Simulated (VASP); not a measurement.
Input for VASP

File POSCAR:
```
Pt3Ti
1
    3.9984000000     0.0000000000     0.0000000000
    0.0000000000     3.9984000000     0.0000000000
    0.0000000000     0.0000000000     3.9984000000
Ti Pt
1 3
Direct
  0.0000000000   0.0000000000   0.0000000000
  0.0000000000   0.5000000000   0.5000000000
  0.5000000000   0.0000000000   0.5000000000
  0.5000000000   0.5000000000   0.0000000000
```

**INCAR**
```
SYSTEM = Pt3Ti
PREC = Accurate
ENCUT = 400
EDIFF = 1E-6
NELM = 100
ALGO = Normal
LREAL = .FALSE.
LASPH = .TRUE.
ISMEAR = 1
SIGMA = 0.1
GGA = PE
LMAXMIX = 6
LWAVE = .FALSE.
LCHARG = .FALSE.
ISIF = 2
ICHARG = 11
```

### KPOINTS
```
Automatic mesh
0
Gamma
6 6 6
0 0 0
```

POTCAR, in this order: Ti_sv Pt (PBE.64 set). Program: vasp_std.

The run wrote:

### standard output
```
 POSCAR found type information on POSCAR TiPt
 POSCAR found :  2 types and       4 ions
 Reading from existing POTCAR
 Reading from existing POTCAR
 LDA part: xc-table for (Slater+PW92), standard interpolation
 WARNING: stress and forces are not correct
 POSCAR, INCAR and KPOINTS ok, starting setup
 WAVECAR not read
 WARNING: CHGCAR is incomplete

 -----------------------------------------------------------------------------
|                                                                             |
|     EEEEEEE  RRRRRR   RRRRRR   OOOOOOO  RRRRRR      ###     ###     ###     |
|     E        R     R  R     R  O     O  R     R     ###     ###     ###     |
|     E        R     R  R     R  O     O  R     R     ###     ###     ###     |
|     EEEEE    RRRRRR   RRRRRR   O     O  RRRRRR       #       #       #      |
|     E        R   R    R   R    O     O  R   R                               |
|     E        R    R   R    R   O     O  R    R      ###     ###     ###     |
|     EEEEEEE  R     R  R     R  OOOOOOO  R     R     ###     ###     ###     |
|                                                                             |
|     ICHARG>10                                                               |
|                                                                             |
|       ---->  I REFUSE TO CONTINUE WITH THIS SICK JOB ... BYE!!! <----       |
|                                                                             |
 -----------------------------------------------------------------------------
```

### Question
Read input and log: which fault does this run have?
A) POTCAR lists the elements in another order than POSCAR
B) NSW = 0, so the ions never move
C) ICHARG = 11 asks for a fixed density, but there is no CHGCAR
D) POTIM is too large for the ionic optimiser

### Answer
C, ICHARG = 11 asks for a fixed density, but there is no CHGCAR. VASP stops with an error: ERROR: charge density could not be read from file CHGCAR for ICHARG>10 ----> I REFUSE TO CONTINUE WITH THIS SICK JOB ... BYE!!! <----

To mend it, run self-consistently first and keep its CHGCAR, or remove ICHARG. The plain static run on this cell (PBE GGA, plane waves, VASP's PBE PAW potentials (set 64)) converges, and its OSZICAR ends with
```
   1 F= -.29474611E+02 E0= -.29474961E+02  d E =0.105017E-02
```

The compound is Pt3Ti in the L1_2 structure. The cell was not relaxed at this level.
